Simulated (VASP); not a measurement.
Input for VASP

### POSCAR
```
ZrC
2.3030
  0.0000000000   1.0000000000   1.0000000000
  1.0000000000   0.0000000000   1.0000000000
  1.0000000000   1.0000000000   0.0000000000
Zr C
1 1
Cart
  0.0000000000   0.0000000000   0.0000000000
  1.0000000000   1.0000000000   1.0000000000
```

KPOINTS:
```
kpoints
0
G
 10 10 10
0 0 0
```

### INCAR
```
# general
SYSTEM  = ZrC
PREC    = Accurate
ENCUT   = 400
LREAL   = .FALSE.
LASPH   = .TRUE.

# electronic loop
EDIFF   = 1E-6
NELM    = 100
ALGO    = Normal
LMAXMIX = 4

# smearing
ISMEAR  = -1
SIGMA   = 0.136

# functional
GGA     = PS

# ions
ISIF    = 2

# output
LWAVE   = .FALSE.
LCHARG  = .FALSE.
```

POTCAR, in this order: Zr_sv C (PBE.64 set). Program: vasp_std.

Q: Translate this PBEsol calculation to Ansatz.

A: One equivalent input (not run):
Ansatz 0.2 input:
```yaml
crystal:
  lattice:
    - [0.0000000, 2.3030000, 2.3030000]
    - [2.3030000, 0.0000000, 2.3030000]
    - [2.3030000, 2.3030000, 0.0000000]
  atoms:
    - { symbol: Zr, position: [0.0000000, 0.0000000, 0.0000000] }
    - { symbol: C, position: [0.5000000, 0.5000000, 0.5000000] }
kpoints:
  mp_grid: { grid: [10, 10, 10] }
hamiltonian:
  xc: pbesol
  pseudopotentials: { kind: paw }
scf:
  occupations: { method: fermi_dirac, width: 0.136 }
  max_iter: 100
output: { forces: true, stress: true, eigenvalues: true }
```
Limits of the translation: each code has its own PAW files, so the cut-off isn't converted (ENCUT is set for VASP's; basis.ecutwfc is left out, and Ansatz then takes the one that its files recommend); Ansatz stops its SCF on the density residual and VASP on the energy change (EDIFF).

The structure is a typed ZrC crystal (Fm-3m). The cell was not relaxed at this level, and its volume differs by -5.9 % from the start's.
